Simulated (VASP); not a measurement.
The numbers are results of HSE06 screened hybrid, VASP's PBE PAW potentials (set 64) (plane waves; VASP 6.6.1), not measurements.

VASP ran on this input.

### KPOINTS
```
Automatic mesh
0
Gamma
1 1 1
0 0 0
```

### POSCAR
```
Cu atom
1
   12.0000000000     0.0000000000     0.0000000000
    0.0000000000    12.5000000000     0.0000000000
    0.0000000000     0.0000000000    13.0000000000
Cu
1
Direct
  0.0000000000   0.0000000000   0.0000000000
```

### INCAR
```
AEXX  =  0.25
ALGO  =  All
EDIFF  =  1E-6
ENCUT  =  520
GGA  =  PE
HFSCREEN  =  0.2
ISMEAR  =  0
ISPIN  =  2
ISYM  =  0
LASPH  =  .TRUE.
LCHARG  =  .FALSE.
LHFCALC  =  .TRUE.
LMAXMIX  =  4
LORBIT  =  10
LREAL  =  .FALSE.
LWAVE  =  .FALSE.
MAGMOM  =  1
NELM  =  200
NUPDOWN  =  1
PREC  =  Normal
PRECFOCK  =  Fast
SIGMA  =  0.01
SYSTEM  =  Cu atom
```

POTCAR, in this order: Cu (PBE.64 set). Program: vasp_gam. Read from the step before: WAVECAR.

The resulting files:

**OSZICAR**
```
       N       E                     dE             d eps       ncg     rms           ort
SDA:   1    -0.526881832096E+00   -0.52688E+00    0.00000E+00    10   0.591E+00   0.000E+00
CGA:   2    -0.562253230844E+00   -0.35371E-01   -0.36255E-01    10   0.814E-01  -0.111E-01
CGA:   3    -0.583702713014E+00   -0.21449E-01   -0.21452E-01    10   0.588E-02   0.727E-05
CGA:   4    -0.584486274905E+00   -0.78356E-03   -0.78483E-03    10   0.495E-02   0.169E-04
CGA:   5    -0.585238418941E+00   -0.75214E-03   -0.75261E-03    10   0.357E-03   0.151E-04
CGA:   6    -0.585363707675E+00   -0.12529E-03   -0.12511E-03    10   0.424E-03   0.809E-06
CGA:   7    -0.585398242141E+00   -0.34534E-04   -0.34337E-04    10   0.537E-04  -0.180E-05
CGA:   8    -0.585417261176E+00   -0.19019E-04   -0.18956E-04    10   0.208E-04   0.365E-06
CGA:   9    -0.585420070286E+00   -0.28091E-05   -0.28100E-05    10   0.177E-04   0.632E-08
CGA:  10    -0.585423407331E+00   -0.33370E-05   -0.33462E-05    10   0.219E-05   0.900E-06
CGA:  11    -0.585424052904E+00   -0.64557E-06   -0.62894E-06    10   0.140E-05   0.217E-06
   1 F= -.58542405E+00 E0= -.58542405E+00  d E =-.610135E-21  mag=     1.0000
```

File OUTCAR:
```
------------------------ aborting loop because EDIFF is reached ----------------------------------------
  volume of cell :     1950.00
      direct lattice vectors                 reciprocal lattice vectors
    12.000000000  0.000000000  0.000000000     0.083333333  0.000000000  0.000000000
     0.000000000 12.500000000  0.000000000     0.000000000  0.080000000  0.000000000
     0.000000000  0.000000000 13.000000000     0.000000000  0.000000000  0.076923077
 POSITION                                       TOTAL-FORCE (eV/Angst)
 -----------------------------------------------------------------------------------
      0.00000      0.00000      0.00000         0.000009     -0.000004     -0.000001
 -----------------------------------------------------------------------------------
    total drift:                                0.000009     -0.000004     -0.000001
  FREE ENERGIE OF THE ION-ELECTRON SYSTEM (eV)
  ---------------------------------------------------
  free  energy   TOTEN  =        -0.5854240529 eV

  energy  without entropy=       -0.5854240529  energy(sigma->0) =       -0.58542405

  exchange ACFDT corr.  =        -0.00000000  see jH, gK, PRB 81, 115126

 total charge

# of ion       s       p       d       tot
------------------------------------------
    1        0.342   0.000   9.490   9.832

 magnetization (x)

# of ion       s       p       d       tot
------------------------------------------
    1        0.342  -0.000  -0.034   0.308
```
(Selected blocks of OUTCAR.)

The atom may not be in its lowest state.

The cell is a free atom in a box.
